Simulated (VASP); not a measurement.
Data:

```xyz
8
Lattice="4.4014 0.0000 0.0000 0.0000 4.4014 0.0000 0.0000 0.0000 4.4014" Properties=species:S:1:pos:R:3 pbc="T T T"
Al     2.2007     2.2007     0.0000
Al     0.0000     2.2007     2.2007
Al     2.2007     0.0000     2.2007
Ga     0.0000     0.0000     0.0000
N      3.2746     3.2746     1.1267
N      3.2746     1.1267     3.2746
N      1.1267     1.1267     1.1267
N      1.1267     3.2746     3.2746
```

The numbers are results of r2SCAN meta-GGA, VASP's PBE PAW potentials (set 64) (plane waves; VASP), not measurements. Settings: 520 eV cut-off, 6×6×6 Γ-centred mesh, tetrahedra with Blöchl corrections, potentials Al Ga_d N.

Question: Give the energies of bands 12 to 25 at the high-symmetry points, in eV from the valence-band maximum.

Answer: 
| band | Γ | X | M | R |
|---|---|---|---|---|
| 12 | -4.92 | -3.74 | -4.44 | -6.03 |
| 13 | -2.04 | -3.35 | -4.44 | -6.03 |
| 14 | -2.04 | -3.21 | -2.71 | -0.77 |
| 15 | -2.04 | -2.92 | -2.71 | -0.77 |
| 16 | -2.03 | -2.92 | -2.70 | -0.77 |
| 17 | -2.03 | -2.65 | -2.58 | -0.64 |
| 18 | -2.03 | -1.25 | -0.89 | -0.64 |
| 19 | 0.00 | -1.25 | -0.58 | -0.35 |
| 20 | 0.00 | -0.94 | -0.52 | -0.35 |
| 21 | 0.00 | -0.94 | -0.52 | -0.35 |
| 22 | 4.00 | 6.26 | 7.99 | 6.16 |
| 23 | 4.00 | 6.31 | 8.29 | 7.80 |
| 24 | 4.00 | 6.78 | 8.29 | 7.80 |
| 25 | 4.10 | 6.78 | 8.52 | 7.80 |

The gap is indirect, 4.00 eV, from the valence maximum at M-Γ at 0.78 to the conduction minimum at Γ.

The structure comes from a computed database's Al3GaN4 entry (P-43m); how it stands against other phases isn't given here. The cell was not relaxed at this level.
